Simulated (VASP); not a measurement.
# The low-index faces of W, part 4 of 5

How do surface energy, work function and relaxation of W depend on the face?

VASP 6.6.1; PBE; plane waves and PAW (W).

So far. Step 4 (Relaxing the slab, 7 atoms, face W(110)): The run ended after 8 ionic steps, 0.067 eV below its first step, once the forces on the free atoms met EDIFFG = -0.03. Step 5 (Potential and states of the slab, 7 atoms, face W(110)): The vacuum level lies 4.80 eV above the Fermi level at the upper face; both faces agree, as the slab has next to no dipole.

**6. Surface relaxation, 9 atoms, face W(100)**

System of this step: W(100). The cell holds 9 atoms: 9 W. Cell: a = 3.172 Å, b = 3.172 Å, c = 27.688 Å, α = 90.0°, β = 90.0°, γ = 90.0°. It derives from W. 9 layers of bcc W, cut at this functional's lattice. Vacuum lies along c.

INCAR reads:

```
SYSTEM = W
PREC = Normal
ENCUT = 320
EDIFF = 1E-05
NELM = 120
ISMEAR = 1
SIGMA = 0.15
LREAL = .FALSE.
ALGO = Fast
GGA = PE
NBANDS = 36
LASPH = .TRUE.
LORBIT = 11
LWAVE = .FALSE.
LCHARG = .FALSE.
KPAR = 4
IBRION = 2
NSW = 40
ISIF = 2
EDIFFG = -0.03
POTIM = 0.4
MAXMIX = 40
```

POSCAR reads:

```
W
1.0
    3.1720616382      0.0000000000      0.0000000000
    0.0000000000      3.1720616382      0.0000000000
    0.0000000000      0.0000000000     27.6882465528
W
9
Direct
    0.0000000000      0.0000000000      0.2708730600
    0.5000000000      0.5000000000      0.3281547900
    0.0000000000      0.0000000000      0.3854365300
    0.5000000000      0.5000000000      0.4427182600
    0.0000000000      0.0000000000      0.5000000000
    0.5000000000      0.5000000000      0.5572817400
    0.0000000000      0.0000000000      0.6145634700
    0.5000000000      0.5000000000      0.6718452100
    0.0000000000      0.0000000000      0.7291269400
```

KPOINTS reads:

```
Automatic mesh
0
Gamma
10 10 1
0 0 0
```

The projector-augmented-wave data sets are W (PBE family, release 64).

Command:

```bash
> mpirun -np 4 vasp_std
```

The program printed:

```text
[banner, memory and clock lines left out]
running    4 mpi-ranks, on    1 nodes
 distrk:  each k-point on    1 cores,    4 groups
 distr:  one band on    1 cores,    1 groups

 POSCAR found type information on POSCAR W
 POSCAR found :  1 types and       9 ions
 LDA part: xc-table for (Slater+PW92), standard interpolation
 POSCAR, INCAR and KPOINTS ok, starting setup
 FFT: planning ... GRIDC
 FFT: planning ... GRID_SOFT
 FFT: planning ... GRID
 WAVECAR not read
 entering main loop
       N       E                     dE             d eps       ncg     rms          rms(c)
DAV:   1     0.177646556300E+03    0.17765E+03   -0.16566E+04  1520   0.841E+02
DAV:   2    -0.926836948304E+02   -0.27033E+03   -0.25557E+03  2028   0.229E+02
DAV:   3    -0.118138097368E+03   -0.25454E+02   -0.24542E+02  2016   0.643E+01
DAV:   4    -0.120012831507E+03   -0.18747E+01   -0.18241E+01  2460   0.153E+01
DAV:   5    -0.120090012133E+03   -0.77181E-01   -0.75879E-01  2392   0.294E+00    0.595E+01
RMM:   6    -0.137359718205E+03   -0.17270E+02   -0.11345E+02  2029   0.263E+01    0.312E+01
RMM:   7    -0.213310120690E+03   -0.75950E+02   -0.26739E+02  2349   0.496E+01    0.262E+01
RMM:   8    -0.119422840677E+03    0.93887E+02   -0.59426E+01  1649   0.271E+01    0.155E+01
RMM:   9    -0.111996721298E+03    0.74261E+01   -0.26933E+01  1836   0.149E+01    0.576E+00
RMM:  10    -0.112140016120E+03   -0.14329E+00   -0.33670E+00  1738   0.720E+00    0.525E+00
RMM:  11    -0.112016292140E+03    0.12372E+00   -0.13844E+00  2030   0.338E+00    0.365E+00
RMM:  12    -0.112024696855E+03   -0.84047E-02   -0.27696E-01  2164   0.132E+00    0.368E+00
RMM:  13    -0.111973018596E+03    0.51678E-01   -0.63096E-02  2083   0.608E-01    0.367E+00
RMM:  14    -0.111795948321E+03    0.17707E+00   -0.81673E-01  2339   0.204E+00    0.145E+00
RMM:  15    -0.111745654698E+03    0.50294E-01   -0.12021E-01  1847   0.929E-01    0.121E+00
RMM:  16    -0.111720195424E+03    0.25459E-01   -0.78916E-02  1848   0.724E-01    0.917E-01
RMM:  17    -0.111711012829E+03    0.91826E-02   -0.79778E-02  1961   0.671E-01    0.676E-01
RMM:  18    -0.111712176680E+03   -0.11639E-02   -0.18455E-02  2089   0.360E-01    0.704E-01
RMM:  19    -0.111711734520E+03    0.44216E-03   -0.62848E-03  1585   0.277E-01    0.341E-01
RMM:  20    -0.111712032193E+03   -0.29767E-03   -0.32648E-03  1966   0.169E-01    0.352E-01
RMM:  21    -0.111711658972E+03    0.37322E-03   -0.41799E-04  1833   0.658E-02    0.333E-01
RMM:  22    -0.111711232333E+03    0.42664E-03   -0.31329E-04  1764   0.484E-02    0.262E-01
RMM:  23    -0.111711007115E+03    0.22522E-03   -0.23227E-04  1755   0.441E-02    0.164E-01
RMM:  24    -0.111710792390E+03    0.21473E-03   -0.97700E-04  2110   0.686E-02    0.928E-02
RMM:  25    -0.111710791334E+03    0.10555E-05   -0.90434E-05  1498   0.296E-02
   1 F= -.11171079E+03 E0= -.11171081E+03  d E =-.111711E+03
 curvature:   0.00 expect dE= 0.000E+00 dE for cont linesearch  0.000E+00
 trial: gam= 0.00000 g(F)=  0.474E+00 g(S)=  0.000E+00 ort = 0.000E+00 (trialstep = 0.100E+01)
 search vector abs. value=  0.474E+00
 bond charge predicted
       N       E                     dE             d eps       ncg     rms          rms(c)
DAV:   1    -0.111984163613E+03   -0.27337E+00   -0.49107E+01  1512   0.276E+01    0.189E+00
RMM:   2    -0.112187540822E+03   -0.20338E+00   -0.83601E-01  1636   0.392E+00    0.536E+00
RMM:   3    -0.112303318655E+03   -0.11578E+00   -0.62165E-01  1896   0.193E+00    0.440E+00
RMM:   4    -0.112052795178E+03    0.25052E+00   -0.37548E-01  1663   0.205E+00    0.146E+00
RMM:   5    -0.112028477349E+03    0.24318E-01   -0.24856E-01  1839   0.128E+00    0.914E-01
RMM:   6    -0.112034839028E+03   -0.63617E-02   -0.91934E-02  2011   0.766E-01    0.114E+00
RMM:   7    -0.112035525418E+03   -0.68639E-03   -0.11801E-02  1838   0.324E-01    0.116E+00
RMM:   8    -0.112033351900E+03    0.21735E-02   -0.25147E-03  1770   0.163E-01    0.828E-01
RMM:   9    -0.112032707745E+03    0.64416E-03   -0.13290E-03  1756   0.109E-01    0.723E-01
RMM:  10    -0.112032401161E+03    0.30658E-03   -0.54650E-04  1836   0.703E-02    0.600E-01
RMM:  11    -0.112031787822E+03    0.61334E-03   -0.41015E-04  1786   0.606E-02    0.426E-01
RMM:  12    -0.112031079611E+03    0.70821E-03   -0.10796E-03  1944   0.836E-02    0.202E-01
RMM:  13    -0.112030865070E+03    0.21454E-03   -0.77924E-04  1958   0.662E-02    0.106E-01
RMM:  14    -0.112030848790E+03    0.16279E-04   -0.23891E-04  1832   0.393E-02    0.423E-02
RMM:  15    -0.112030853986E+03   -0.51954E-05   -0.10914E-04  1560   0.277E-02    0.171E-02
RMM:  16    -0.112030854942E+03   -0.95597E-06   -0.11890E-05   931   0.139E-02
   2 F= -.11203085E+03 E0= -.11203143E+03  d E =-.320064E+00
[... from here on, the cycles between the ionic steps are left out ...]
   3 F= -.11205756E+03 E0= -.11205732E+03  d E =-.346770E+00
   4 F= -.11207640E+03 E0= -.11207616E+03  d E =-.188377E-01
   5 F= -.11207898E+03 E0= -.11207873E+03  d E =-.214223E-01
   6 F= -.11208363E+03 E0= -.11208366E+03  d E =-.464145E-02
   7 F= -.11208640E+03 E0= -.11208681E+03  d E =-.741463E-02
   8 F= -.11208966E+03 E0= -.11208998E+03  d E =-.326250E-02
   9 F= -.11209506E+03 E0= -.11209505E+03  d E =-.866101E-02
  10 F= -.11209537E+03 E0= -.11209525E+03  d E =-.897525E-02
 curvature:  -3.84 expect dE=-0.665E-02 dE for cont linesearch -0.647E-06
 trial: gam= 0.29438 g(F)=  0.173E-02 g(S)=  0.000E+00 ort =-0.449E-04 (trialstep = 0.122E+01)
 search vector abs. value=  0.274E-02
 bond charge predicted
       N       E                     dE             d eps       ncg     rms          rms(c)
DAV:   1    -0.112096333694E+03   -0.96174E-03   -0.41227E-01  1528   0.264E+00    0.120E-01
RMM:   2    -0.112096087941E+03    0.24575E-03   -0.31005E-03  1552   0.339E-01    0.100E-01
RMM:   3    -0.112096228058E+03   -0.14012E-03   -0.13030E-03  1808   0.115E-01    0.299E-02
RMM:   4    -0.112096268187E+03   -0.40129E-04   -0.25514E-04  1724   0.583E-02    0.176E-02
RMM:   5    -0.112096271312E+03   -0.31254E-05   -0.72985E-05  1254   0.270E-02
  11 F= -.11209627E+03 E0= -.11209598E+03  d E =-.897310E-03
 trial-energy change:   -0.000897  1 .order   -0.000856   -0.002093    0.000381
 step:   1.0460(harm=  1.0312)  dis= 0.00466  next Energy=  -112.096298 (dE=-0.924E-03)
 reached required accuracy - stopping structural energy minimisation
```

The job ended after 79 s (4 MPI ranks of Intel Xeon 6975P-C (Granite Rapids), shared host; peak memory 0.86 GiB).

Parts of OUTCAR (step 6):

```text
   k-points           NKPTS =     21   k-points in BZ     NKDIM =     21   number of bands    NBANDS=     36

   ENCUT  =  320.0 eV  23.52 Ry    4.85 a.u.   4.63  4.63 40.39*2*pi/ulx,y,z

   NELECT =      54.0000    total number of electrons

 E-fermi :   1.9475

 k-point     1 :       0.0000    0.0000    0.0000
  band No.  band energies     occupation
    ...
     26       1.6143      2.00733
     27       1.7516      2.06908
     28       1.7594      2.07066
     29       1.8956      1.54911
     30       1.8956      1.54911
     31       2.3979     -0.00018
     32       2.4082     -0.00013
     33       2.6306     -0.00000
     34       2.6306     -0.00000
     35       3.5162     -0.00000
    ...

  Total       -3.9710231     -3.9710231     -0.6143500      0.0000000      0.0000000      0.0000000
  in kB      -22.8367506    -22.8367506     -3.5330334      0.0000000      0.0000000      0.0000000
  external PRESSURE =     -16.4021782 kB  Pullay stress =       0.0000000 kB

 POSITION                                       TOTAL-FORCE (eV/Angst)
 -----------------------------------------------------------------------------------
      0.00000      0.00000      7.66915        -0.000000      0.000000      0.008046
      1.58603      1.58603      9.06088         0.000000      0.000000     -0.004657
      0.00000      0.00000     10.69415        -0.000000     -0.000000     -0.020498
      1.58603      1.58603     12.25953        -0.000000     -0.000000      0.018798
      0.00000      0.00000     13.84412         0.000000     -0.000000     -0.000000
      1.58603      1.58603     15.42872         0.000000      0.000000     -0.018798
      0.00000      0.00000     16.99410         0.000000     -0.000000      0.020498
      1.58603      1.58603     18.62737         0.000000      0.000000      0.004657
      0.00000      0.00000     20.01910         0.000000     -0.000000     -0.008046
 -----------------------------------------------------------------------------------
    total drift:                                0.000000      0.000000     -0.000000

  FREE ENERGIE OF THE ION-ELECTRON SYSTEM (eV)
  ---------------------------------------------------
  free  energy   TOTEN  =      -112.0962713122 eV

  energy  without entropy=     -112.0953880872  energy(sigma->0) =     -112.09597690

[... 1 part as in an earlier step ...]

[... 15 further parts left out ...]
```

CONTCAR:

```
W
   1.00000000000000
     3.1720616382000002    0.0000000000000000    0.0000000000000000
     0.0000000000000000    3.1720616382000002    0.0000000000000000
     0.0000000000000000    0.0000000000000000   27.6882465527999990
  W
     9
Direct
     0.0000000000000000    0.0000000000000000    0.2769820424213849
     0.5000000000000000    0.5000000000000000    0.3272464348090462
     0.0000000000000000    0.0000000000000000    0.3862341911156325
     0.5000000000000000    0.5000000000000000    0.4427700077331290
     0.0000000000000000    0.0000000000000000    0.5000000000000000
     0.5000000000000000    0.5000000000000000    0.5572299922668711
     0.0000000000000000    0.0000000000000000    0.6137658088843675
     0.5000000000000000    0.5000000000000000    0.6727535651909538
     0.0000000000000000    0.0000000000000000    0.7230179575786150
```

The run keeps the 16 symmetry operations of its start, so it cannot find a distortion of lower symmetry.

Relaxation path:

| step | energy less that of the first step (eV) | largest force (eV/Å) |
| --- | --- | --- |
| 1 | 0.0000 | 1.8096 |
| 2 | -0.3201 | 0.7843 |
| 3 | -0.3468 | 0.3785 |
| 4 | -0.3656 | 0.2336 |
| 5 | -0.3682 | 0.1931 |
| 6 | -0.3728 | 0.0990 |
| 7 | -0.3756 | 0.2016 |
| 8 | -0.3789 | 0.1697 |
| 9 | -0.3843 | 0.0985 |
| 10 | -0.3846 | 0.1256 |
| 11 | -0.3855 | 0.0205 |

The atoms that moved most (Å):

| atom | dx | dy | dz | length |
| --- | --- | --- | --- | --- |
| W9 | 0.000 | 0.000 | -0.169 | 0.169 |
| W1 | 0.000 | 0.000 | 0.169 | 0.169 |
| W8 | 0.000 | 0.000 | 0.025 | 0.025 |
| W2 | 0.000 | 0.000 | -0.025 | 0.025 |
| W7 | 0.000 | 0.000 | -0.022 | 0.022 |
| W3 | 0.000 | 0.000 | 0.022 | 0.022 |

The relaxed structure:

```xyz
9
Lattice="3.1721 0.0000 0.0000 0.0000 3.1721 0.0000 0.0000 0.0000 27.6882" Properties=species:S:1:pos:R:3
W     0.0000    0.0000    7.6691
W     1.5860    1.5860    9.0609
W     0.0000    0.0000   10.6941
W     1.5860    1.5860   12.2595
W     0.0000    0.0000   13.8441
W     1.5860    1.5860   15.4287
W     0.0000    0.0000   16.9941
W     1.5860    1.5860   18.6274
W     0.0000    0.0000   20.0191
```

This step gave:

| Quantity | Value |
| --- | --- |
| electronic cycles | 98 |
| electrons | 54 |
| free energy (TOTEN) | -112.0963 eV |
| energy at zero smearing | -112.0960 eV |
| Fermi energy | 1.948 eV |

The run ended after 11 ionic steps, 0.385 eV below its first step, once the forces on the free atoms met EDIFFG = -0.03.

**7. Vacuum level and density of states, 9 atoms, face W(100)**

INCAR reads:

```
SYSTEM = W
PREC = Normal
ENCUT = 320
EDIFF = 1E-06
NELM = 120
ISMEAR = 1
SIGMA = 0.15
LREAL = .FALSE.
ALGO = Fast
GGA = PE
NBANDS = 36
LASPH = .TRUE.
LORBIT = 11
LWAVE = .FALSE.
LCHARG = .TRUE.
KPAR = 4
IDIPOL = 3
LDIPOL = .TRUE.
DIPOL = 0.5 0.5 0.5
LVHAR = .TRUE.
LVACPOTAV = .TRUE.
NEDOS = 1500
```

POSCAR reads:

```
W
1.0
    3.1720616382      0.0000000000      0.0000000000
    0.0000000000      3.1720616382      0.0000000000
    0.0000000000      0.0000000000     27.6882465528
W
9
Direct
    0.0000000000      0.0000000000      0.2769820424
    0.5000000000      0.5000000000      0.3272464348
    0.0000000000      0.0000000000      0.3862341911
    0.5000000000      0.5000000000      0.4427700077
    0.0000000000      0.0000000000      0.5000000000
    0.5000000000      0.5000000000      0.5572299923
    0.0000000000      0.0000000000      0.6137658089
    0.5000000000      0.5000000000      0.6727535652
    0.0000000000      0.0000000000      0.7230179576
```

KPOINTS is that of step 6.

Command:

```bash
> mpirun -np 4 vasp_std
```

The program printed:

```text
[... set-up lines as in an earlier step ...]
 entering main loop
       N       E                     dE             d eps       ncg     rms          rms(c)
DAV:   1     0.184185046726E+03    0.18419E+03   -0.16629E+04  1520   0.841E+02
DAV:   2    -0.916853388531E+02   -0.27587E+03   -0.25998E+03  1972   0.231E+02
DAV:   3    -0.117995737224E+03   -0.26310E+02   -0.25338E+02  2048   0.655E+01
DAV:   4    -0.119743294265E+03   -0.17476E+01   -0.16998E+01  2468   0.149E+01
DAV:   5    -0.119807452531E+03   -0.64158E-01   -0.62959E-01  2336   0.276E+00    0.613E+01
RMM:   6    -0.123294279558E+03   -0.34868E+01   -0.54260E+01  2163   0.192E+01    0.313E+01
RMM:   7    -0.214303438403E+03   -0.91009E+02   -0.26692E+02  2755   0.478E+01    0.243E+01
RMM:   8    -0.116623105809E+03    0.97680E+02   -0.76845E+01  2101   0.289E+01    0.131E+01
RMM:   9    -0.111994323419E+03    0.46288E+01   -0.17392E+01  2066   0.127E+01    0.380E+00
RMM:  10    -0.112133915807E+03   -0.13959E+00   -0.22235E+00  2172   0.531E+00    0.373E+00
RMM:  11    -0.112207080277E+03   -0.73164E-01   -0.51527E-01  2441   0.188E+00    0.323E+00
RMM:  12    -0.112132272051E+03    0.74808E-01   -0.14781E-01  2240   0.986E-01    0.223E+00
RMM:  13    -0.112116065946E+03    0.16206E-01   -0.60915E-02  2059   0.773E-01    0.140E+00
RMM:  14    -0.112096980826E+03    0.19085E-01   -0.14063E-01  2297   0.974E-01    0.358E-01
RMM:  15    -0.112096840512E+03    0.14031E-03   -0.12864E-02  2182   0.415E-01    0.313E-01
RMM:  16    -0.112097090646E+03   -0.25013E-03   -0.31044E-03  2418   0.157E-01    0.246E-01
RMM:  17    -0.112096293663E+03    0.79698E-03   -0.64765E-03  2165   0.201E-01    0.121E-01
RMM:  18    -0.112096320729E+03   -0.27066E-04   -0.98913E-04  2383   0.965E-02    0.103E-01
RMM:  19    -0.112096210700E+03    0.11003E-03   -0.13718E-04  1929   0.439E-02    0.652E-02
RMM:  20    -0.112096217253E+03   -0.65527E-05   -0.23627E-04  1971   0.507E-02    0.449E-02
RMM:  21    -0.112096221331E+03   -0.40783E-05   -0.18611E-04  2065   0.383E-02    0.494E-02
RMM:  22    -0.112096206271E+03    0.15060E-04   -0.38652E-05  1865   0.246E-02    0.184E-02
RMM:  23    -0.112096227664E+03   -0.21393E-04   -0.14706E-04  2268   0.301E-02    0.164E-02
RMM:  24    -0.112096237107E+03   -0.94429E-05   -0.14238E-05  1855   0.147E-02    0.116E-02
RMM:  25    -0.112096242887E+03   -0.57798E-05   -0.17218E-05  1801   0.104E-02    0.566E-03
RMM:  26    -0.112096255048E+03   -0.12161E-04   -0.52162E-06  1503   0.669E-03    0.259E-03
RMM:  27    -0.112096266058E+03   -0.11010E-04   -0.44617E-06  1387   0.552E-03    0.356E-03
RMM:  28    -0.112096275531E+03   -0.94736E-05   -0.28719E-06  1279   0.626E-03    0.220E-03
RMM:  29    -0.112096276684E+03   -0.11523E-05   -0.42014E-07  1034   0.319E-03    0.179E-03
RMM:  30    -0.112096278409E+03   -0.17258E-05   -0.20551E-07   875   0.177E-03    0.126E-03
RMM:  31    -0.112096278946E+03   -0.53623E-06   -0.21922E-07   931   0.198E-03
 [... a notice as in an earlier step ...]

   1 F= -.11209628E+03 E0= -.11209599E+03  d E =-.869013E-03
```

The job ended after 23 s (4 MPI ranks; peak memory 0.82 GiB).

From OUTCAR (step 7):

```text
   NELECT =      54.0000    total number of electrons

 E-fermi :   1.9493

 k-point     1 :       0.0000    0.0000    0.0000
  band No.  band energies     occupation
    ...
     26       1.6162      2.00734
     27       1.7531      2.06899
     28       1.7609      2.07063
     29       1.8975      1.54809
     30       1.8975      1.54809
     31       2.3997     -0.00018
     32       2.4098     -0.00013
     33       2.6323     -0.00000
     34       2.6323     -0.00000
     35       3.5186     -0.00000
    ...

  Total       -3.9810615     -3.9810615     -0.6309695      0.0000000      0.0000000      0.0000000
  in kB      -22.8944799    -22.8944799     -3.6286098      0.0000000      0.0000000      0.0000000
  external PRESSURE =     -16.4725232 kB  Pullay stress =       0.0000000 kB

 POSITION                                       TOTAL-FORCE (eV/Angst)
 -----------------------------------------------------------------------------------
      0.00000      0.00000      7.66915         0.000000     -0.000000      0.007364
      1.58603      1.58603      9.06088         0.000000     -0.000000     -0.003580
      0.00000      0.00000     10.69415         0.000000      0.000000     -0.017307
      1.58603      1.58603     12.25953         0.000000      0.000000      0.015767
      0.00000      0.00000     13.84412        -0.000000     -0.000000     -0.000000
      1.58603      1.58603     15.42872        -0.000000     -0.000000     -0.015767
      0.00000      0.00000     16.99410        -0.000000      0.000000      0.017307
      1.58603      1.58603     18.62737        -0.000000      0.000000      0.003580
      0.00000      0.00000     20.01910        -0.000000      0.000000     -0.007364
 -----------------------------------------------------------------------------------
    total drift:                                0.000000     -0.000000      0.000000

  FREE ENERGIE OF THE ION-ELECTRON SYSTEM (eV)
  ---------------------------------------------------
  free  energy   TOTEN  =      -112.0962789455 eV

  energy  without entropy=     -112.0954099325  energy(sigma->0) =     -112.09598927

 vacuum level on the upper side and lower side of the slab         6.118         6.118

[... 8 parts as in an earlier step ...]

[... 10 further parts left out ...]
```

This step gave:

| Item | Value |
| --- | --- |
| electronic cycles | 31 |
| Fermi energy | 1.949 eV |
| vacuum levels | 6.118, 6.118 eV |
| work functions of the upper and lower face | 4.169, 4.169 eV |

The planar average of the electrostatic potential oscillates, so the rows of the table below give means over windows of 1.54 Å about each position, cut where the curve ends. Its maxima inside the range that stand out by 2 % of the span (Å: eV): 9.9: -6.65, 11.5: -7.14, 13.1: -7.03, 14.6: -7.03, 16.2: -7.14, 17.8: -6.65. Its minima: 8.9: -8.63, 10.8: -8.29, 12.3: -8.28, 13.8: -8.41, 15.4: -8.28, 16.9: -8.29, 18.8: -8.63.

Zero at the Fermi level. Planar average of the electrostatic potential against height; means over each step:

| height (Å) | planar average of the electrostatic potential (eV) |
| --- | --- |
| 0.77 | 4.17 |
| 2.31 | 4.17 |
| 3.85 | 4.16 |
| 5.39 | 3.75 |
| 6.93 | -2.72 |
| 8.47 | -8.47 |
| 10.01 | -7.38 |
| 11.55 | -7.68 |
| 13.09 | -7.63 |
| 14.63 | -7.62 |
| 16.17 | -7.68 |
| 17.71 | -7.38 |
| 19.25 | -8.47 |
| 20.79 | -2.49 |
| 22.33 | 3.78 |
| 23.87 | 4.16 |
| 25.41 | 4.17 |
| 26.95 | 4.17 |

Density of states in the PAW spheres, an atom over height of the layer and energy from the Fermi level.

Ten even steps from '0' (0.01 states/eV) to '9' (1.86 states/eV), each cell a mean:
```
412121214
923121329
932212239
422212224
223323322
556666655
556787655
566565665
797676797
477888774
244444442
453222354
564454465
234444432
145444541
123222321
123333321
011111110
000000000
000000000
000000000
000000000
```
Columns: height of the layer (Å) from 7.7 to 20 (not evenly spaced); rows upwards: energy from the Fermi level (eV) from -7.9 to 0.5.

Valence density in the ca plane at fractional y = 0.000, with atoms of W within 0.2 Å of it. It is the smooth field of the valence electrons, not physical close to the nuclei.

Ten even steps from '0' (0.00 e/Å³) to '9' (0.93 e/Å³), each cell a mean:
```
33467764323467753223567653335578621000000000
33355554333454543333454543334555410000000000
32333333323333333223333332233333210000000000
22222222222222222222322222223322100000000000
22222233222332233223332222233332110000000000
33334443333343443333344433334444310000000000
33456654323466653333566643335567520000000000
33458854323468753223468743334589721000000000
```
Columns run along c (16.0 Å, from fractional 0.33 to 0.90 of the cell), rows up along a (3.2 Å). Atoms in or near the plane, at fractional coordinates: W at (0.39, 0.00), W at (0.50, 0.00), W at (0.61, 0.00), W at (0.72, 0.00).

The map of layer states is cut here 0.5 eV above the Fermi level, so it leaves out the states above that.

The vacuum level lies 4.17 eV above the Fermi level at the upper face; both faces agree, as the slab has next to no dipole.

The program found no field-free point at its default tolerance, but its printed level agrees with the flat part of the planar average.

On this mesh the fine structure of the density of states is sampling noise, and high empty states may be cut by the number of bands.

(Part 4 of 5 ends here.)

[Lines on the potential files, build, host, timing and source positions are cut from VASP's logs without a mark.]

[Logs are printed without paths, hosts, clocks, repeated set-up lines and the standing remarks that a program may print on its own settings, such as how far it seeks lower states.]

[Hosts, paths, dates, database ids (printed as entryN), source tags and the programs' standing remarks are cut or masked in the printed files.]

[Runs that stopped without an error message from VASP are left out.]
